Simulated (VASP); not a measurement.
Calculation: r2SCAN meta-GGA, VASP's PBE PAW potentials (set 64) (plane waves; VASP).

VASP ran on this input.

File POSCAR:
```
RuAs
1
    0.0000000000     2.8620000000     2.8620000000
    2.8620000000     0.0000000000     2.8620000000
    2.8620000000     2.8620000000     0.0000000000
Ru As
1 1
Direct
  0.0000000000   0.0000000000   0.0000000000
  0.5000000000   0.5000000000   0.5000000000
```

### INCAR
```
ALGO = Normal
EDIFF = 1E-6
EDIFFG = -0.01
ENCUT = 400
IBRION = 2
ISIF = 3
ISMEAR = 1
LASPH = .True.
LCHARG = .False.
LMAXMIX = 4
LMIXTAU = .True.
LREAL = .False.
LWAVE = .False.
METAGGA = R2SCAN
NELM = 100
NSW = 60
PREC = Accurate
SIGMA = 0.1
SYSTEM = RuAs
```

### KPOINTS
```
Automatic mesh
0
Gamma
10 10 10
0 0 0
```

POTCAR, in this order: Ru_pv As (PBE.64 set). Program: vasp_std.

Output of the run:

**OSZICAR**
```
...
DAV:   9    -0.375489517445E+02    0.10891E+00   -0.37839E-01  1292   0.557E+00    0.669E-01
DAV:  10    -0.377330160020E+02   -0.18406E+00   -0.10861E-01  1237   0.325E+00    0.200E-01
DAV:  11    -0.377319869557E+02    0.10290E-02   -0.54765E-03  1337   0.599E-01    0.110E-01
DAV:  12    -0.377373561061E+02   -0.53692E-02   -0.53747E-03  1302   0.628E-01    0.538E-02
DAV:  13    -0.377371806194E+02    0.17549E-03   -0.17990E-04  1422   0.112E-01    0.407E-02
DAV:  14    -0.377374179139E+02   -0.23729E-03   -0.27677E-04  1247   0.128E-01    0.117E-02
DAV:  15    -0.377374198460E+02   -0.19321E-05   -0.33996E-05  1317   0.664E-02    0.373E-03
DAV:  16    -0.377374303986E+02   -0.10553E-04   -0.11856E-05  1232   0.445E-02    0.347E-03
DAV:  17    -0.377374318445E+02   -0.14458E-05   -0.92678E-07   816   0.103E-02    0.185E-03
DAV:  18    -0.377374314284E+02    0.41603E-06   -0.43206E-07   611   0.618E-03
   1 F= -.37737431E+02 E0= -.37735629E+02  d E =-.377374E+02
       N       E                     dE             d eps       ncg     rms          rms(c)
DAV:   1    -0.136770406564E+03   -0.99033E+02   -0.18726E+03  1222   0.486E+02    0.125E+02
DAV:   2    -0.415915774178E+02    0.95179E+02   -0.27835E+02  1252   0.231E+02    0.305E+01
DAV:   3    -0.392936399550E+02    0.22979E+01   -0.93889E+00  1407   0.348E+01    0.182E+01
DAV:   4    -0.372896797735E+02    0.20040E+01   -0.65830E+00  1332   0.241E+01    0.829E+00
DAV:   5    -0.381228806259E+02   -0.83320E+00   -0.36523E-01  1417   0.656E+00    0.453E+00
DAV:   6    -0.378365600723E+02    0.28632E+00   -0.27563E-01  1417   0.623E+00    0.459E+00
DAV:   7    -0.381567423747E+02   -0.32018E+00   -0.11306E-01  1472   0.384E+00    0.990E-01
DAV:   8    -0.381663524717E+02   -0.96101E-02   -0.33875E-02  1397   0.191E+00    0.162E-01
DAV:   9    -0.381688685882E+02   -0.25161E-02   -0.11599E-03  1452   0.375E-01    0.179E-01
DAV:  10    -0.381656508059E+02    0.32178E-02   -0.27090E-04  1397   0.216E-01    0.186E-01
DAV:  11    -0.381722176447E+02   -0.65668E-02   -0.25346E-03  1232   0.724E-01    0.222E-01
DAV:  12    -0.381721163584E+02    0.10129E-03   -0.20291E-04  1432   0.185E-01    0.205E-01
DAV:  13    -0.381720892500E+02    0.27108E-04   -0.50279E-05  1382   0.567E-02    0.122E-01
DAV:  14    -0.381720785640E+02    0.10686E-04   -0.12628E-05  1382   0.455E-02    0.654E-02
DAV:  15    -0.381720777835E+02    0.78046E-06   -0.13904E-05  1332   0.315E-02    0.120E-02
DAV:  16    -0.381720760350E+02    0.17485E-05   -0.48815E-07   756   0.822E-03    0.311E-03
DAV:  17    -0.381720770664E+02   -0.10314E-05   -0.11134E-07   696   0.454E-03    0.201E-03
DAV:  18    -0.381720759974E+02    0.10690E-05   -0.37292E-08   706   0.250E-03    0.879E-04
DAV:  19    -0.381720762175E+02   -0.22014E-06   -0.67283E-09   696   0.926E-04
   2 F= -.38172076E+02 E0= -.38170854E+02  d E =-.434645E+00
       N       E                     dE             d eps       ncg     rms          rms(c)
DAV:   1    -0.633269666915E+02   -0.25155E+02   -0.39329E+02  1232   0.287E+02    0.128E+02
DAV:   2    -0.458884726586E+02    0.17438E+02   -0.25824E+02  1322   0.145E+02    0.529E+01
DAV:   3    -0.394896850325E+02    0.63988E+01   -0.16653E+01  1227   0.411E+01    0.396E+01
DAV:   4    -0.395594987005E+02   -0.69814E-01   -0.38128E-01  1492   0.663E+00    0.338E+01
DAV:   5    -0.394618585245E+02    0.97640E-01   -0.37252E-01  1277   0.514E+00    0.119E+01
DAV:   6    -0.395118793430E+02   -0.50021E-01   -0.16819E-01  1547   0.338E+00    0.258E+00
DAV:   7    -0.395063524867E+02    0.55269E-02   -0.29637E-02  1332   0.180E+00    0.231E+00
DAV:   8    -0.395210053932E+02   -0.14653E-01   -0.21645E-02  1357   0.141E+00    0.219E-01
DAV:   9    -0.395212636442E+02   -0.25825E-03   -0.19890E-03  1557   0.511E-01    0.886E-02
DAV:  10    -0.395213162031E+02   -0.52559E-04   -0.14063E-04  1576   0.106E-01    0.789E-02
DAV:  11    -0.395213263383E+02   -0.10135E-04   -0.60109E-05  1352   0.850E-02    0.111E-02
DAV:  12    -0.395213311627E+02   -0.48244E-05   -0.97766E-06  1362   0.358E-02    0.381E-03
DAV:  13    -0.395213303735E+02    0.78919E-06   -0.13877E-06  1010   0.148E-02
   3 F= -.39521330E+02 E0= -.39519959E+02  d E =-.178390E+01
       N       E                     dE             d eps       ncg     rms          rms(c)
DAV:   1    -0.395712667402E+02   -0.49936E-01   -0.76873E-01  1227   0.117E+01    0.179E+00
DAV:   2    -0.395335296076E+02    0.37737E-01   -0.26821E-01  1242   0.610E+00    0.676E-01
DAV:   3    -0.395262532333E+02    0.72764E-02   -0.21850E-02  1247   0.172E+00    0.175E-01
DAV:   4    -0.395259521500E+02    0.30108E-03   -0.29116E-03  1285   0.437E-01    0.651E-02
DAV:   5    -0.395259498956E+02    0.22545E-05   -0.15605E-04  1282   0.144E-01    0.534E-02
DAV:   6    -0.395257752636E+02    0.17463E-03   -0.43249E-04  1347   0.210E-01    0.152E-02
DAV:   7    -0.395259946383E+02   -0.21937E-03   -0.24165E-04  1292   0.163E-01    0.466E-03
DAV:   8    -0.395260009761E+02   -0.63378E-05   -0.74758E-06  1407   0.269E-02    0.241E-03
DAV:   9    -0.395260005239E+02    0.45218E-06   -0.23612E-07   786   0.455E-03
   4 F= -.39526001E+02 E0= -.39524645E+02  d E =-.178857E+01
       N       E                     dE             d eps       ncg     rms          rms(c)
DAV:   1    -0.395471347503E+02   -0.21134E-01   -0.35245E-01  1227   0.798E+00    0.121E+00
DAV:   2    -0.395297540537E+02    0.17381E-01   -0.12193E-01  1242   0.413E+00    0.450E-01
DAV:   3    -0.395265598050E+02    0.31942E-02   -0.96315E-03  1247   0.114E+00    0.119E-01
DAV:   4    -0.395264212517E+02    0.13855E-03   -0.13305E-03  1275   0.289E-01    0.437E-02
DAV:   5    -0.395264228236E+02   -0.15719E-05   -0.75404E-05  1302   0.998E-02    0.364E-02
DAV:   6    -0.395263493922E+02    0.73431E-04   -0.18257E-04  1337   0.137E-01    0.102E-02
DAV:   7    -0.395264433158E+02   -0.93924E-04   -0.10872E-04  1297   0.110E-01    0.361E-03
DAV:   8    -0.395264469566E+02   -0.36408E-05   -0.46025E-06  1407   0.215E-02    0.172E-03
DAV:   9    -0.395264467386E+02    0.21799E-06   -0.10326E-07   746   0.306E-03
   5 F= -.39526447E+02 E0= -.39525100E+02  d E =-.178902E+01
       N       E                     dE             d eps       ncg     rms          rms(c)
DAV:   1    -0.395372414866E+02   -0.10795E-01   -0.18354E-01  1227   0.578E+00    0.864E-01
DAV:   2    -0.395282902900E+02    0.89512E-02   -0.65872E-02  1242   0.304E+00    0.333E-01
DAV:   3    -0.395264248492E+02    0.18654E-02   -0.53713E-03  1247   0.853E-01    0.913E-02
DAV:   4    -0.395263508850E+02    0.73964E-04   -0.72757E-04  1275   0.196E-01    0.311E-02
DAV:   5    -0.395263394582E+02    0.11427E-04   -0.62319E-05  1262   0.927E-02    0.259E-02
DAV:   6    -0.395263063223E+02    0.33136E-04   -0.92667E-05  1337   0.978E-02    0.724E-03
DAV:   7    -0.395263443803E+02   -0.38058E-04   -0.52530E-05  1277   0.763E-02    0.308E-03
DAV:   8    -0.395263484377E+02   -0.40574E-05   -0.31591E-06  1342   0.181E-02    0.128E-03
DAV:   9    -0.395263485665E+02   -0.12881E-06   -0.72459E-08   616   0.315E-03
   6 F= -.39526349E+02 E0= -.39524995E+02  d E =0.981721E-04
       N       E                     dE             d eps       ncg     rms          rms(c)
DAV:   1    -0.395302677244E+02   -0.39193E-02   -0.63255E-02  1227   0.338E+00    0.512E-01
DAV:   2    -0.395271624202E+02    0.31053E-02   -0.22125E-02  1242   0.176E+00    0.192E-01
DAV:   3    -0.395265652611E+02    0.59716E-03   -0.17626E-03  1247   0.488E-01    0.513E-02
DAV:   4    -0.395265403787E+02    0.24882E-04   -0.24219E-04  1275   0.120E-01    0.183E-02
DAV:   5    -0.395265417284E+02   -0.13497E-05   -0.15502E-05  1287   0.456E-02    0.154E-02
DAV:   6    -0.395265299933E+02    0.11735E-04   -0.31934E-05  1347   0.571E-02    0.432E-03
DAV:   7    -0.395265468756E+02   -0.16882E-04   -0.19171E-05  1297   0.462E-02    0.168E-03
DAV:   8    -0.395265473301E+02   -0.45449E-06   -0.93619E-07   801   0.995E-03
   7 F= -.39526547E+02 E0= -.39525198E+02  d E =-.100591E-03
```

### OUTCAR
```
------------------------ aborting loop because EDIFF is reached ----------------------------------------
  FORCE on cell =-STRESS in cart. coord.  units (eV):
  Direction    XX          YY          ZZ          XY          YZ          ZX
  --------------------------------------------------------------------------------------
  Total        0.0019326      0.0019326      0.0019326     -0.0000000     -0.0000000     -0.0000000
  in kB        0.0965091      0.0965091      0.0965091     -0.0000000     -0.0000000     -0.0000000
  external PRESSURE =       0.0965091 kB  Pullay stress =       0.0000000 kB
  volume of cell :       32.08
      direct lattice vectors                 reciprocal lattice vectors
    -0.000000000  2.522036161  2.522036161    -0.198252510  0.198252510  0.198252510
     2.522036161 -0.000000000  2.522036161     0.198252510 -0.198252510  0.198252510
     2.522036161  2.522036161 -0.000000000     0.198252510  0.198252510 -0.198252510
 POSITION                                       TOTAL-FORCE (eV/Angst)
 -----------------------------------------------------------------------------------
      0.00000      0.00000      0.00000         0.000000      0.000000     -0.000000
      2.52204      2.52204      2.52204         0.000000     -0.000000      0.000000
 -----------------------------------------------------------------------------------
    total drift:                               -0.000000      0.000000      0.000000
  FREE ENERGIE OF THE ION-ELECTRON SYSTEM (eV)
  ---------------------------------------------------
  free  energy   TOTEN  =       -39.5265473301 eV

  energy  without entropy=      -39.5225002202  energy(sigma->0) =      -39.52519829

 reached required accuracy - stopping structural energy minimisation
```
(Selected blocks of OUTCAR.)

**CONTCAR**
```
RuAs
   1.00000000000000
    -0.0000000000000000    2.5220361606493120    2.5220361606493120
     2.5220361606493120   -0.0000000000000000    2.5220361606493120
     2.5220361606493120    2.5220361606493120   -0.0000000000000000
  Ru              As
     1     1
Direct
     0.0000000000000000    0.0000000000000000    0.0000000000000000
     0.5000000000000000    0.5000000000000000    0.5000000000000000
```

### OUTCAR
```
 val. band max:        9.1204428970   @ k =   0.3000   0.1000   0.0000

 cond. band min:       9.1419133483   @ k =  -0.3000   0.3000   0.1000


 Fermi energy:         9.1222877439

 k-point     1 :       0.0000    0.0000    0.0000
  band No.  band energies     occupation
      1     -34.5678      2.00000
      2     -34.5678      2.00000
      3     -34.5678      2.00000
      4      -5.2309      2.00000
      5       6.6542      2.00000
      6       6.6542      2.00000
      7       6.6542      2.00000
      8       7.0161      2.00000
      9       7.0161      2.00000
     10       9.7899     -0.00000
     11       9.7899     -0.00000
     12       9.7899     -0.00000
     13      16.3625      0.00000

 k-point     2 :       0.1000    0.0000    0.0000
  band No.  band energies     occupation
      1     -34.5745      2.00000
      2     -34.5683      2.00000
      3     -34.5683      2.00000
      4      -5.0614      2.00000
      5       6.2921      2.00000
      6       6.4194      2.00000
      7       6.4194      2.00000
      8       6.8551      2.00000
      9       6.8551      2.00000
     10       9.4112     -0.00034
     11      10.4807     -0.00000
     12      10.4807     -0.00000
     13      17.0865      0.00000

 k-point     3 :       0.2000    0.0000    0.0000
  band No.  band energies     occupation
      1     -34.5920      2.00000
      2     -34.5697      2.00000
      3     -34.5697      2.00000
      4      -4.5723      2.00000
      5       5.1892      2.00000
      6       5.5885      2.00000
      7       5.5885      2.00000
      8       7.1475      2.00000
      9       7.1475      2.00000
     10       8.9744      2.05718
     11      11.8469      0.00000
     12      11.8469      0.00000
     13      17.2653      0.00000

 k-point     4 :       0.3000    0.0000    0.0000
  band No.  band energies     occupation
      1     -34.6135      2.00000
      2     -34.5713      2.00000
      3     -34.5713      2.00000
...
```

Energy and stress use the plane-wave basis of the starting cell.

The structure was generated: RuAs was put into the rock salt type (Fm-3m), which need not be its known phase. This run relaxes it. Symmetry was kept, so distortions that lower it aren't found. The electron count is odd and the run is not spin-polarised, which forces a metal.
